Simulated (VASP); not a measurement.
**Mg6CoBi under changes of volume**

One of the cells (20.703 Å³/atom); the others are scaled copies at fixed shape and fractional positions:

```
Bi Co Mg
1.0
     4.81755    0.00000    0.00000
     0.00000    3.12866    5.49429
     0.00000   -3.12866    5.49429
Bi Co Mg
1 1 6
Direct
  0.50000 0.67109 0.67109
  0.00000 0.86466 0.86466
  0.50000 0.16978 0.16978
  0.50000 0.67590 0.14295
  0.50000 0.14295 0.67590
  0.00000 0.33244 0.33244
  0.00000 0.83715 0.30603
  0.00000 0.30603 0.83715
```

The cell comes from a database or a generator and needn't be the stable form of this composition.

```yaml
Program: VASP 6.6.1
Functional: PBE
Potentials_or_basis: VASP PAW PBE potentials, release 64 (Bi_d, Co, Mg)
Cutoff: 520 eV
k_mesh: 6 × 5 × 5
Occupations: fermi-dirac, width 0.05 eV
Spin: collinear spin, ferromagnetic start
Starting_moments: "[0.0, 2.0, 0.0, 0.0, 0.0, 0.0, 0.0, 0.0] μB"
```

| volume (Å³/atom) | energy over the lowest point (meV/atom) | pressure (GPa) | moment (μB per cell) | largest force (eV/Å) |
| --- | --- | --- | --- | --- |
| 19.858 | ? | ? | ? | ? |
| 20.281 | 8.05 | 2.6 | 0.89 | 0.087 |
| 20.703 | 2.78 | 1.5 | 0.96 | 0.065 |
| 21.548 | 0.00 | -0.3 | 1.08 | 0.130 |
| 21.971 | 2.00 | -1.1 | 1.14 | 0.177 |

Task: What does the run at 19.858 Å³/atom give?

Result: Energy over the lowest point 16.29 meV/atom; pressure 3.7 GPa; moment 0.82 μB per cell; largest force 0.112 eV/Å.

Worked out: A Birch-Murnaghan fit of order 2 (a polynomial in V^(-2/3)) to the other rows has its minimum at 21.37 Å³/atom with B0 = V·E''(V) = 44 GPa at fixed shape and positions, which overstates the stiffness. It gives 16.28 meV/atom at 19.858 Å³/atom, against the run's 16.29, and -dE/dV = 3.7 GPa, against 3.7. A straight line through the other rows of the moment, of slope 0.147 μB per Å³/atom, extrapolates to 0.83 μB, against the run's 0.82.

Energies are extrapolated to zero smearing.
